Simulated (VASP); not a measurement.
# G0W0 gap of BAs against strain

Wanted: the deformation potential of the gap of BAs, from G0W0. The cell is of the zinc-blende type, one of the forms listed for this formula, which need not be the common one. The start is a cell from a database of measured crystal structures.

Main program and level: VASP 6.6.1; PBE; plane waves and PAW (As_GW, B_GW), in the first sound run; inputs show where later runs differ.

**1. Set-up**

Symmetry: F-43m, No. 216, cubic system. Conventional cell: a = 4.777 Å, b = 4.777 Å, c = 4.777 Å, α = 90.00°, β = 90.00°, γ = 90.00°. Nearest to As lie 4 B at 2.07 Å. Nearest to B lie 4 As at 2.07 Å. Farther neighbours are not listed.

Structure file:

```xyz
2
Lattice="0.0000 2.3885 2.3885 2.3885 0.0000 2.3885 2.3885 2.3885 0.0000" Properties=species:S:1:pos:R:3 pbc="T T T"
As    3.5827    3.5827    3.5827
B     0.0000    0.0000    0.0000
```

**2. Ground state**

The orbitals come from a self-consistent PBE run with a tight EDIFF and a narrow smearing. KPOINTS_OPT adds the bands along a path, which shows whether the mesh holds the band edges.

INCAR

```
SYSTEM = BAs
PREC = Accurate
ENCUT = 340
EDIFF = 1E-08
NELM = 100
ISMEAR = 0
SIGMA = 0.01
LREAL = .FALSE.
ALGO = Normal
GGA = PE
NBANDS = 10
LORBIT = 11
LWAVE = .TRUE.
LCHARG = .FALSE.
KPAR = 8
```

POSCAR

```
BAs
1.0
    0.0000000000      2.3885000000      2.3885000000
    2.3885000000      0.0000000000      2.3885000000
    2.3885000000      2.3885000000      0.0000000000
As B
1 1
Direct
    0.7500000000      0.7500000000      0.7500000000
    0.0000000000      0.0000000000      0.0000000000
```

KPOINTS

```
Automatic mesh
0
Gamma
6 6 6
0 0 0
```

KPOINTS_OPT

```
Line mode
12
Line-mode
Reciprocal
  0.00000000   0.00000000   0.00000000 GAMMA
  0.50000000   0.00000000   0.50000000 X

  0.50000000   0.00000000   0.50000000 X
  0.50000000   0.25000000   0.75000000 W

  0.50000000   0.25000000   0.75000000 W
  0.37500000   0.37500000   0.75000000 K

  0.37500000   0.37500000   0.75000000 K
  0.00000000   0.00000000   0.00000000 GAMMA

  0.00000000   0.00000000   0.00000000 GAMMA
  0.50000000   0.50000000   0.50000000 L

  0.50000000   0.50000000   0.50000000 L
  0.62500000   0.25000000   0.62500000 U

  0.62500000   0.25000000   0.62500000 U
  0.50000000   0.25000000   0.75000000 W

  0.50000000   0.25000000   0.75000000 W
  0.50000000   0.50000000   0.50000000 L

  0.50000000   0.50000000   0.50000000 L
  0.37500000   0.37500000   0.75000000 K

  0.62500000   0.25000000   0.62500000 U
  0.50000000   0.00000000   0.50000000 X
```

The projector-augmented-wave data sets are As_GW and B_GW (PBE family, release 64).

Launch:

```bash
mpirun -np 8 vasp_std
```

The log of the run:

```text
[banner, memory and clock lines left out]
running    8 mpi-ranks, on    1 nodes
 distrk:  each k-point on    1 cores,    8 groups
 distr:  one band on    1 cores,    1 groups

 POSCAR found type information on POSCAR AsB
 POSCAR found :  2 types and       2 ions
|                                                                             |
|           W    W    AA    RRRRR   N    N  II  N    N   GGGG   !!!           |
|           W    W   A  A   R    R  NN   N  II  NN   N  G    G  !!!           |
|           W    W  A    A  R    R  N N  N  II  N N  N  G       !!!           |
|           W WW W  AAAAAA  RRRRR   N  N N  II  N  N N  G  GGG   !            |
|           WW  WW  A    A  R   R   N   NN  II  N   NN  G    G                |
|           W    W  A    A  R    R  N    N  II  N    N   GGGG   !!!           |
|                                                                             |
|     For optimal performance we recommend to set                             |
|       NCORE = 2 up to number-of-cores-per-socket                            |
|     NCORE specifies how many cores store one orbital (NPAR=cpu/NCORE).      |
|     This setting can greatly improve the performance of VASP for DFT.       |
|     The default, NCORE=1 might be grossly inefficient on modern             |
|     multi-core architectures or massively parallel machines. Do your        |
|     Unfortunately you need to use the default for GW and RPA                |
|     calculations (for HF NCORE is supported but not extensively tested      |
|     yet).                                                                   |
|                                                                             |

 LDA part: xc-table for (Slater+PW92), standard interpolation
 POSCAR, INCAR and KPOINTS ok, starting setup
 FFT: planning ... GRIDC
 FFT: planning ... GRID_SOFT
 FFT: planning ... GRID
 WAVECAR not read
 entering main loop
       N       E                     dE             d eps       ncg     rms          rms(c)
DAV:   1     0.913930403917E+01    0.91393E+01   -0.32924E+03   320   0.572E+02
DAV:   2    -0.114425719776E+02   -0.20582E+02   -0.19954E+02   466   0.104E+02
DAV:   3    -0.120436112829E+02   -0.60104E+00   -0.59968E+00   400   0.166E+01
DAV:   4    -0.120498652068E+02   -0.62539E-02   -0.62533E-02   430   0.192E+00
DAV:   5    -0.120499627559E+02   -0.97549E-04   -0.97548E-04   420   0.162E-01    0.403E+00
DAV:   6    -0.114470251741E+02    0.60294E+00   -0.17901E+00   482   0.692E+00    0.170E+00
DAV:   7    -0.113880747739E+02    0.58950E-01   -0.17528E-01   416   0.230E+00    0.739E-01
DAV:   8    -0.113807879027E+02    0.72869E-02   -0.20084E-02   368   0.906E-01    0.773E-02
DAV:   9    -0.113811695321E+02   -0.38163E-03   -0.62901E-04   386   0.166E-01    0.416E-02
DAV:  10    -0.113813022495E+02   -0.13272E-03   -0.19833E-04   366   0.983E-02    0.867E-03
DAV:  11    -0.113813013896E+02    0.85989E-06   -0.74070E-06   386   0.157E-02    0.422E-03
DAV:  12    -0.113813019792E+02   -0.58960E-06   -0.20469E-06   360   0.997E-03    0.608E-04
DAV:  13    -0.113813019659E+02    0.13310E-07   -0.57644E-08   404   0.167E-03    0.300E-04
DAV:  14    -0.113813020964E+02   -0.13045E-06   -0.12069E-08   284   0.587E-04    0.732E-05
DAV:  15    -0.113813020800E+02    0.16347E-07   -0.13570E-09   222   0.250E-04    0.321E-05
DAV:  16    -0.113813020637E+02    0.16322E-07   -0.20341E-10   212   0.113E-04    0.532E-06
DAV:  17    -0.113813020623E+02    0.13398E-08   -0.17785E-11   214   0.386E-05
   1 F= -.11381302E+02 E0= -.11381302E+02  d E =-.493099E-57
 Start KPOINTS_OPT (optional k-point list driver)
k-point batch [1-16\120]
       N       E                     dE             ncg
DAV:   1     0.359336379113E+03   -0.25192E+04      320
DAV:   2     0.297723750915E+02   -0.32956E+03      520
DAV:   3     0.223339614335E+02   -0.74384E+01      404
DAV:   4     0.222830842862E+02   -0.50877E-01      432
DAV:   5     0.222819399874E+02   -0.11443E-02      394
DAV:   6     0.222819285413E+02   -0.11446E-04      460
DAV:   7     0.222819282128E+02   -0.32847E-06      396
DAV:   8     0.222819282009E+02   -0.11907E-07      452
DAV:   9     0.222819282009E+02   -0.54744E-10      340
[...]
k-point batch [113-120\120]
       N       E                     dE             ncg
DAV:   1     0.227200073114E+04   -0.22101E+04      160
DAV:   2     0.213914527882E+04   -0.13286E+03      272
DAV:   3     0.213686670084E+04   -0.22786E+01      226
DAV:   4     0.213686068365E+04   -0.60172E-02      208
DAV:   5     0.213686064876E+04   -0.34898E-04      258
DAV:   6     0.213686064869E+04   -0.67997E-07      224
DAV:   7     0.213686064869E+04   -0.41473E-09      236
 writing wavefunctions
```

The job ended after 2.4 s (8 MPI ranks of AMD EPYC 9R45, shared host; peak memory 0.77 GiB).

Lines that name or quote the potential files are left out of all logs, and their timing lines are given in words.

Parts of OUTCAR (step 2):

```text
ion  position               nearest neighbor table
   1  0.750  0.750  0.750-   2 2.07   2 2.07   2 2.07   2 2.07
   2  0.000  0.000  0.000-   1 2.07   1 2.07   1 2.07   1 2.07

  LATTYP: Found a face centered cubic cell.
 ALAT       =     4.7770000000

 Subroutine GETGRP returns: Found 24 space group operations
 (whereof 24 operations were pure point group operations)

The static configuration has the point symmetry T_d .

 Found     16 irreducible k-points:

   k-points           NKPTS =     16   k-points in BZ     NKDIM =     16   number of bands    NBANDS=     10

   dimension x,y,z NGX =    20 NGY =   20 NGZ =   20
   dimension x,y,z NGXF=    40 NGYF=   40 NGZF=   40

   ENCUT  =  340.0 eV  24.99 Ry    5.00 a.u.   5.08  5.08  5.08*2*pi/ulx,y,z

   NELECT =       8.0000    total number of electrons

 k-points in reciprocal lattice and weights: Automatic mesh
   0.00000000  0.00000000  0.00000000       0.005
   0.16666667  0.00000000  0.00000000       0.037
   0.33333333  0.00000000  0.00000000       0.037
   0.50000000  0.00000000  0.00000000       0.019
   0.16666667  0.16666667  0.00000000       0.028
   0.33333333  0.16666667  0.00000000       0.111
   0.50000000  0.16666667  0.00000000       0.111
  -0.33333333  0.16666667  0.00000000       0.111
  -0.16666667  0.16666667  0.00000000       0.056
[...]
-0.33333333  0.33333333  0.16666667       0.111
  -0.33333333  0.50000000  0.16666667       0.056

 average (electrostatic) potential at core
       1 -48.7402       2 -26.7438

 E-fermi :   6.2850

 k-point     1 :       0.0000    0.0000    0.0000
  band No.  band energies     occupation
      1      -9.2365      2.00000
      2       6.1743      2.00000
      3       6.1743      2.00000
      4       6.1743      2.00000
      5       9.4405      0.00000
      6       9.4405      0.00000
      7       9.4405      0.00000
      8      10.8291      0.00000
      9      15.7380      0.00000
    ...

 k-point     2 :       0.1667    0.0000    0.0000
  band No.  band energies     occupation
      1      -8.7832      2.00000
      2       3.2123      2.00000
      3       5.4914      2.00000
      4       5.4914      2.00000
      5       9.4592      0.00000
      6      10.3277      0.00000
      7      10.3277      0.00000
      8      12.8060      0.00000
      9      17.1582      0.00000
    ...

 k-point     3 :       0.3333    0.0000    0.0000
  band No.  band energies     occupation
      1      -7.5163      2.00000
      2      -0.5728      2.00000
      3       4.6567      2.00000
      4       4.6567      2.00000
      5       9.0191      0.00000
      6      10.9931      0.00000
      7      10.9931      0.00000
      8      14.8480      0.00000
      9      17.6522      0.00000
    ...

  Total        0.4972311      0.4972311      0.4972311     -0.0000000      0.0000000     -0.0000000
  in kB       29.2323110     29.2323110     29.2323110     -0.0000000      0.0000000     -0.0000000
  external PRESSURE =      29.2323110 kB  Pullay stress =       0.0000000 kB

  energy-cutoff  :      340.00
  volume of cell :       27.25
      direct lattice vectors                 reciprocal lattice vectors
     0.000000000  2.388500000  2.388500000    -0.209336404  0.209336404  0.209336404
     2.388500000  0.000000000  2.388500000     0.209336404 -0.209336404  0.209336404
     2.388500000  2.388500000  0.000000000     0.209336404  0.209336404 -0.209336404

 POSITION                                       TOTAL-FORCE (eV/Angst)
 -----------------------------------------------------------------------------------
      3.58275      3.58275      3.58275        -0.000000      0.000000      0.000000
      0.00000      0.00000      0.00000         0.000000     -0.000000     -0.000000
 -----------------------------------------------------------------------------------
    total drift:                               -0.000001     -0.000001     -0.000000

  FREE ENERGIE OF THE ION-ELECTRON SYSTEM (eV)
  ---------------------------------------------------
  free  energy   TOTEN  =       -11.3813020623 eV

  energy  without entropy=      -11.3813020623  energy(sigma->0) =      -11.38130206

 total charge
# of ion       s       p       d       tot
------------------------------------------
    1        1.150   1.627   0.088   2.865
    2        0.635   1.125   0.000   1.760
--------------------------------------------------
tot          1.785   2.752   0.088   4.625

[... 3 further parts left out ...]
```

This step gave:

```yaml
free_energy_toten: -11.38 eV
fermi_energy: 6.285 eV
pressure: 2.923 GPa
least_gap_on_mesh_and_path: 1.168 eV
least_direct_gap_on_mesh_and_path: 3.266 eV
```

The highest empty bands on the path are converged less tightly, to about 0.1 eV. Electronic bands along the path, in eV, zero at the valence-band top; v1 is the highest filled band, c1 the lowest empty one:

| point | v3 | v2 | v1 | c1 | c2 | c3 | c4 |
| --- | --- | --- | --- | --- | --- | --- | --- |
| Γ | 0.00 | 0.00 | 0.00 | 3.27 | 3.27 | 3.27 | 4.65 |
| 0.55 of the way | -4.61 | -2.94 | -2.94 | 1.52 | 4.11 | 7.87 | 7.87 |
| X | -8.54 | -4.08 | -4.08 | 1.42 | 1.43 | 11.35 | 11.35 |
| 0.45 of the way | -8.37 | -4.72 | -4.62 | 2.65 | 2.75 | 9.93 | 10.24 |
| W | -8.07 | -5.49 | -5.20 | 5.24 | 5.92 | 6.79 | 7.02 |
| 0.55 of the way | -8.11 | -5.83 | -4.20 | 3.14 | 5.61 | 8.14 | 8.69 |
| K | -8.15 | -5.96 | -3.49 | 2.03 | 5.53 | 9.20 | 9.74 |
| 0.55 of the way | -4.66 | -3.39 | -0.93 | 3.97 | 4.61 | 5.47 | 6.97 |
| Γ | 0.00 | 0.00 | 0.00 | 3.27 | 3.27 | 3.27 | 4.65 |
| 0.55 of the way | -5.46 | -1.26 | -1.26 | 2.99 | 4.72 | 4.72 | 8.16 |
| L | -8.80 | -1.82 | -1.82 | 2.67 | 4.77 | 4.77 | 8.86 |
| 0.55 of the way | -8.34 | -4.53 | -2.67 | 2.92 | 6.18 | 6.72 | 8.69 |
| U | -8.15 | -5.96 | -3.49 | 2.03 | 5.53 | 9.20 | 9.74 |
| 0.45 of the way | -8.11 | -5.83 | -4.20 | 3.14 | 5.61 | 8.14 | 8.69 |
| W | -8.07 | -5.49 | -5.20 | 5.24 | 5.92 | 6.79 | 7.02 |
| 0.45 of the way | -8.22 | -4.84 | -3.29 | 4.04 | 4.86 | 7.63 | 9.07 |
| L | -8.80 | -1.82 | -1.82 | 2.67 | 4.77 | 4.77 | 8.86 |
| 0.45 of the way | -8.47 | -3.95 | -2.47 | 3.12 | 5.58 | 6.20 | 9.01 |
| K | -8.15 | -5.96 | -3.49 | 2.03 | 5.53 | 9.20 | 9.74 |
| jump to U | -8.15 | -5.96 | -3.49 | 2.03 | 5.53 | 9.20 | 9.74 |
| 0.55 of the way | -8.45 | -4.80 | -3.96 | 1.55 | 2.58 | 10.79 | 10.87 |
| X | -8.54 | -4.08 | -4.08 | 1.42 | 1.43 | 11.35 | 11.35 |

Of the projections kept (As, B), the largest for each band there, as a share of the weight inside these atoms' spheres; weight between the spheres isn't counted:

| point | v3 | v2 | v1 | c1 | c2 | c3 | c4 |
| --- | --- | --- | --- | --- | --- | --- | --- |
| Γ | As 0.52 | As 0.52 | As 0.52 | As 0.68 | As 0.68 | As 0.68 | B 0.55 |
| X | B 0.59 | As 0.58 | As 0.58 | As 0.50 | As 0.63 | B 0.54 | B 0.54 |
| W | B 0.63 | As 0.66 | As 0.55 | B 0.71 | B 0.65 | As 1.00 | As 0.64 |
| K | B 0.60 | As 0.61 | As 0.57 | As 0.56 | B 0.56 | As 0.51 | As 0.53 |
| Γ | As 0.52 | As 0.52 | As 0.52 | As 0.68 | As 0.68 | As 0.68 | B 0.55 |
| L | As 0.51 | As 0.55 | As 0.55 | As 0.50 | As 0.65 | As 0.65 | B 0.76 |

The electronic bands as a text plot (rows in eV, shown from -8.0 to 4.7 only):

```
    4.4 | +                   ++  +  +           +  + ++      +
    3.9 |    +      +       +++++  ++                ++
    3.3 |+    +     +  +   +    ++++++     ++          +  +
    2.8 | +    +          +           +++++  +  +       ++ +   +
    2.3 |  ++   +  +    ++                    ++            ++
    1.8 |    +    +                                           +++
    1.2 |     ++++                                              +
    0.7 |
    0.2 |                        **
   -0.4 |*                     *** **
   -0.9 | *                   * *    *
   -1.4 |  *                 *  *  *  **
   -1.9 |  **               *  *        ****           ***
   -2.5 |   *              *   *    *       *         ** ***
   -3.0 |    *            *                * **      *      *
   -3.5 |     **        **    *      *         *    * *   *  **
   -4.0 |       ***          *              *   *    *         **
   -4.6 |    *     *   *      *                    *       *   *
   -5.1 |           ***     *                *   ** *
   -5.6 |     *      ***   * *        *       * ****        * *
   -6.2 |               *** *                  *             *
   -6.7 |      *                       *
   -7.2 |                  *
   -7.7 |       *         *
         Γ       X    W  K        Γ      L     U  W     L   K|U X
```

The cell has a gap of 1.17 eV on mesh and path and a pressure of +2.9 GPa, which holds the misfit of the given cell and coordinates with this functional, and any error of cutoff, mesh and data sets. Spin-orbit coupling is left out, which can shift or reorder these edges.

**3. Empty bands**

ALGO = Exact makes the empty bands from the converged ground state in one step. LOPTICS writes the k-derivatives of the orbitals (WAVEDER), which give the long-wavelength limit of the screening.

INCAR

```
SYSTEM = BAs
PREC = Accurate
ENCUT = 340
ISMEAR = 0
SIGMA = 0.01
LREAL = .FALSE.
GGA = PE
NBANDS = 120
ALGO = Exact
NELM = 1
LWAVE = .TRUE.
LCHARG = .FALSE.
LOPTICS = .TRUE.
NEDOS = 1000
CSHIFT = 0.1
```

POSCAR is that of step 2.

KPOINTS is that of step 2.

Launch:

```bash
mpirun -np 8 vasp_std
```

The log of the run:

```text
[banner, memory and clock lines left out]
running    8 mpi-ranks, on    1 nodes
 distrk:  each k-point on    8 cores,    1 groups
 distr:  one band on    1 cores,    8 groups

 POSCAR found type information on POSCAR AsB
 POSCAR found :  2 types and       2 ions
 [... a notice as in an earlier step ...]

 LDA part: xc-table for (Slater+PW92), standard interpolation
 found WAVECAR, reading the header
  number of bands has changed, file:    10 present:   120
  trying to continue reading WAVECAR, but it might fail
 POSCAR, INCAR and KPOINTS ok, starting setup
 FFT: planning ... GRIDC
 FFT: planning ... GRID_SOFT
 FFT: planning ... GRID
 reading WAVECAR
 random initialization beyond band           10
 the WAVECAR file was read successfully
 initial charge from wavefunction
 entering main loop
       N       E                     dE             d eps       ncg     rms          rms(c)
DIA:   1    -0.113813020635E+02   -0.11381E+02    0.00000E+00     0   0.000E+00
   1 F= -.11381302E+02 E0= -.11381302E+02  d E =-.160242E-14
 writing wavefunctions
 optical routines
 imaginary and real dielectric function
 recalculating local potential from charge density
 direction            1
 direction            2
 direction            3
```

The job ended after 2 s (8 MPI ranks; peak memory 0.68 GiB).

OUTCAR, selected parts (step 3):

```text
The static configuration has the point symmetry T_d .

 Found     16 irreducible k-points:

   k-points           NKPTS =     16   k-points in BZ     NKDIM =     16   number of bands    NBANDS=    120

   NELECT =       8.0000    total number of electrons

 E-fermi :   6.2239

  Total        0.4972372      0.4972372      0.4972372      0.0000000      0.0000000     -0.0000000
  in kB       29.2326705     29.2326705     29.2326705      0.0000000      0.0000000     -0.0000000
  external PRESSURE =      29.2326705 kB  Pullay stress =       0.0000000 kB

 POSITION                                       TOTAL-FORCE (eV/Angst)
 -----------------------------------------------------------------------------------
      3.58275      3.58275      3.58275        -0.000000     -0.000000     -0.000000
      0.00000      0.00000      0.00000         0.000000      0.000000      0.000000
 -----------------------------------------------------------------------------------
    total drift:                               -0.000001     -0.000001     -0.000000

  FREE ENERGIE OF THE ION-ELECTRON SYSTEM (eV)
  ---------------------------------------------------
  free  energy   TOTEN  =       -11.3813020635 eV

  energy  without entropy=      -11.3813020635  energy(sigma->0) =      -11.38130206

 plasma frequency squared (from intraband transitions) (eV^2)
  --------------------------------------------------------------------------------------
       0.000      -0.000      -0.000
      -0.000       0.000       0.000
      -0.000       0.000       0.000

[... 14 parts as in an earlier step ...]
```

The gap is read on the k-mesh alone, so it is an upper bound where the band edges lie off the mesh, and a coarse mesh can show a gap where there is none.

A gap read on the k-mesh alone can miss the band edges.

This step gave:

| Property | Result |
| --- | --- |
| gap on the k-mesh | 1.265 eV |
| least direct gap on the k-mesh | 3.266 eV |

WAVECAR now holds 120 bands for 8 electrons. Its independent-particle dielectric tensor has xx, yy, zz = 11.5, 11.5, 11.5 on this mesh. It isn't tested for convergence in mesh or bands and lacks local fields, and at a small direct gap a coarse mesh makes it too large, which overscreens the GW step.

(Part 1 of 4 ends here.)

[Lines on the potential files, build, host, timing and source positions are cut from VASP's logs without a mark.]

[Logs are printed without paths, hosts, clocks, repeated set-up lines and the standing remarks that a program may print on its own settings, such as how far it seeks lower states.]

[Hosts, paths, dates, database ids (printed as entryN), source tags and the programs' standing remarks are cut or masked in the printed files.]

[Pressures printed for these runs are not shown converged in the cutoff: they can be off by several GPa and have the wrong sign.]

[In band tables of VASP the shares of atoms and orbitals are scaled to a sum of 1 inside the atoms' spheres.]
